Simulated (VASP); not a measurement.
Method: PBEsol GGA, VASP's PBE PAW potentials (set 64) (plane waves; VASP).

VASP ran on this input.

INCAR:
```
SYSTEM = Tl
PREC = Accurate
ENCUT = 400
EDIFF = 1E-7
NELM = 100
ALGO = Normal
LREAL = .FALSE.
LASPH = .TRUE.
ISMEAR = 0
SIGMA = 0.05
GGA = PS
LMAXMIX = 4
LWAVE = .FALSE.
LCHARG = .FALSE.
LORBIT = 11
ICHARG = 11
```

**KPOINTS**
```
k-points along high-symmetry lines
10
Line-mode
Reciprocal
  0.000000   0.000000   0.000000 ! GAMMA
 -0.000000   0.500000   0.000000 ! M

 -0.000000   0.500000   0.000000 ! M
 -0.333333   0.666667   0.000000 ! K

 -0.333333   0.666667   0.000000 ! K
  0.000000   0.000000   0.000000 ! GAMMA

  0.000000   0.000000   0.000000 ! GAMMA
  0.000000   0.000000   0.500000 ! A

  0.000000   0.000000   0.500000 ! A
 -0.000000   0.500000   0.500000 ! L

 -0.000000   0.500000   0.500000 ! L
 -0.333333   0.666667   0.500000 ! H

 -0.333333   0.666667   0.500000 ! H
  0.000000   0.000000   0.500000 ! A

 -0.000000   0.500000   0.500000 ! L
 -0.000000   0.500000   0.000000 ! M

 -0.333333   0.666667   0.500000 ! H
 -0.333333   0.666667   0.000000 ! K
```

**POSCAR**
```
Tl
3.4359560
  0.4999999816  -0.8660254012   0.0000000000
  0.4999999816   0.8660254012   0.0000000000
  0.0000000000   0.0000000000   1.6188560422
Tl
2
Cart
  0.4999999816   0.2886757111   0.4047140105
  0.4999999816  -0.2886757111   1.2141420316
```

POTCAR, in this order: Tl_d (PBE.64 set). Program: vasp_std. Read from the step before: CHGCAR.

Q: What will the output report for the number of irreducible k-points (NKPTS), number of bands (NBANDS), largest plane-wave count, number of space-group operations, FFT grid (NGX, NGY, NGZ)?

A: 
```json
{
 "number of irreducible k-points (NKPTS)": "90",
 "number of bands (NBANDS)": "17",
 "largest_plane_wave_count": "1063",
 "number_of_space_group_operations": "24",
 "FFT grid (NGX, NGY, NGZ)": "24 × 24 × 36"
}
```

The compound is Tl in the hcp structure. It was relaxed first.
